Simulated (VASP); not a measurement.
Input for VASP

### INCAR
```
SYSTEM = CaSe
PREC = Accurate; ENCUT = 300; LREAL = .FALSE.
LASPH = .TRUE.
EDIFF = 1E-6; NELM = 100; ALGO = Normal
LMAXMIX = 4
ISMEAR = -1; SIGMA = 0.1
GGA = PE
ISIF = 2
LWAVE = .FALSE.; LCHARG = .FALSE.
```

### KPOINTS
```
Automatic mesh
0
Gamma
6 6 3
0 0 0
```

File POSCAR:
```
CaSe
1
    4.5863530000     0.0000000000     0.0000000000
   -2.2931770000     3.9718980000     0.0000000000
    0.0000000000     0.0000000000     7.5113880000
Ca Se
2 2
Direct
  0.6666670000   0.3333330000   0.0000000000
  0.3333330000   0.6666670000   0.5000000000
  0.6666670000   0.3333330000   0.6252000000
  0.3333330000   0.6666670000   0.1252000000
```

POTCAR, in this order: Ca_sv Se (PBE.64 set). Program: vasp_std.

Problem. Write an equivalent input for Ansatz.

Solution. One equivalent input (not run):
Ansatz 0.2 input:
```yaml
crystal:
  lattice:
    - [4.5863530, 0.0000000, 0.0000000]
    - [-2.2931770, 3.9718980, 0.0000000]
    - [0.0000000, 0.0000000, 7.5113880]
  atoms:
    - { symbol: Ca, position: [0.6666670, 0.3333330, 0.0000000] }
    - { symbol: Ca, position: [0.3333330, 0.6666670, 0.5000000] }
    - { symbol: Se, position: [0.6666670, 0.3333330, 0.6252000] }
    - { symbol: Se, position: [0.3333330, 0.6666670, 0.1252000] }
kpoints:
  mp_grid: { grid: [6, 6, 3] }
hamiltonian:
  xc: pbe
  pseudopotentials: { kind: paw }
scf:
  occupations: { method: fermi_dirac, width: 0.1 }
  max_iter: 100
output: { forces: true, stress: true, eigenvalues: true }
```
The two are equivalent in intent, not identical: each code has its own PAW files, so the cut-off isn't converted (ENCUT is set for VASP's; basis.ecutwfc is left out, and Ansatz then takes the one that its files recommend); Ansatz stops its SCF on the density residual and VASP on the energy change (EDIFF).

The structure was generated: CaSe was put into an ordered model structure, which need not be its known phase. The cell was not relaxed at this level.
